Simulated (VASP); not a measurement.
The system is Mg2CdO3.

```
Cd Mg O
1.0
     3.09171    0.00000    0.00000
     0.00000    3.09171    0.00000
     0.00000    0.00000   13.04000
Cd Mg O
2 4 6
Direct
  0.00000 0.00000 0.00000
  0.50000 0.50000 0.18098
  0.00000 0.00000 0.35123
  0.50000 0.50000 0.51074
  0.00000 0.00000 0.67025
  0.50000 0.50000 0.82975
  0.50000 0.50000 0.00000
  0.00000 0.00000 0.18098
  0.50000 0.50000 0.35123
  0.00000 0.00000 0.51074
  0.50000 0.50000 0.67025
  0.00000 0.00000 0.82975
```

The cell comes from a database or a generator and needn't be the stable form of this composition.

```yaml
Program: VASP 6.6.1
Task: relaxation of cell and atoms
Functional: PBEsol
Potentials_or_basis: VASP PAW PBE potentials, release 64 (Cd, Mg, O)
Cutoff: 600 eV
k_mesh: 8 × 8 × 2
Occupations: fermi-dirac, width 0.05 eV
Spin: no spin polarisation
```

At the start: pressure 7.2 GPa; volume 10.39 Å³/atom.

Task: How do energy, volume and symmetry change on relaxing?

Result: Over 12 steps the energy falls by 26.6 meV/atom and the volume is 10.81 Å³/atom (+4.1 %); space group P4/nmm (No. 129, to 0.05 Å).

Step by step:
```tsv
step	energy change (eV)	largest force (eV/Å)	pressure (GPa)	volume (Å³)
1	0.0000	1.2214	7.23	124.64
2	-0.1828	0.4894	-3.95	133.30
3	-0.2175	0.5346	-1.08	130.70
4	-0.2596	0.3734	-0.55	130.12
5	-0.2900	0.2909	0.63	128.99
6	-0.3081	0.1264	-0.07	129.62
7	-0.3097	0.1502	-0.35	129.88
8	-0.3168	0.0741	0.25	129.43
9	-0.3171	0.1075	0.41	129.31
10	-0.3191	0.0350	-0.16	129.86
11	-0.3193	0.0322	-0.06	129.76
12	-0.3197	0.0140	0.02	129.71
```

Final structure:
```
Cd Mg O
1.0
     3.13232    0.00000    0.00000
     0.00000    3.13232    0.00000
     0.00000    0.00000   13.22057
Cd Mg O
2 4 6
Cartesian
  0.0000 0.0000 13.2063
  1.5662 1.5662 2.4069
  0.0000 3.1323 4.7159
  1.5662 1.5662 6.7880
  0.0000 0.0000 8.8253
  1.5662 1.5662 10.8974
  1.5662 1.5662 13.0775
  0.0000 0.0000 2.5358
  1.5662 1.5662 4.7471
  0.0000 3.1323 6.7778
  1.5662 1.5662 8.8354
  0.0000 0.0000 10.8662
```

Caveat: the PAW data sets were made with another functional, which shifts forces and pressure a little.
